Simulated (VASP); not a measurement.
Here is the system:

```yaml
crystal:
  lattice:
    - [3.68436, -2.67524, 0.00000]
    - [3.68436, 2.67524, 0.00000]
    - [0.00000, 0.00000, 6.41634]
  atoms:
    - { symbol: Pd, position: [0.95936, 0.65116, 0.75000] }
    - { symbol: Pd, position: [0.04064, 0.34884, 0.25000] }
    - { symbol: Pd, position: [0.65116, 0.95936, 0.25000] }
    - { symbol: Pd, position: [0.34884, 0.04064, 0.75000] }
    - { symbol: Pd, position: [0.50000, 0.50000, 0.00000] }
    - { symbol: Pd, position: [0.50000, 0.50000, 0.50000] }
    - { symbol: S, position: [0.19169, 0.80831, 0.25000] }
    - { symbol: S, position: [0.80831, 0.19169, 0.75000] }
```

Level of theory: PBEsol GGA, VASP's PBE PAW potentials (set 64) (plane waves; VASP). Run with 300 eV cut-off, 5×5×3 Γ-centred mesh, Fermi-Dirac smearing of 0.10 eV, potentials Pd S.

At this cut-off the stress carries a Pulay error, which pulls relaxed volumes low.

Task: Estimate the energy per atom (σ→0), pressure, largest force, band gap (on the k-mesh) with the smallest direct gap where there is one.

Result: 
| Property | Result |
|---|---|
| band gap (on the k-mesh) | none (metal, semimetal or under 0.01 eV) |
| energy per atom (σ→0) | -5.821 eV/atom |
| pressure | -5.24 GPa |
| largest force | 0.076 eV/Å |

Total energies compare only between runs with the same potentials, cut-off and functional.

The structure comes from a computed database's Pd3S entry (Cmcm); how it stands against other phases isn't given here. The cell was not relaxed at this level. The k-mesh is coarse (spacing up to 0.33 per Å, 2π included), so the numbers may not be converged in it.
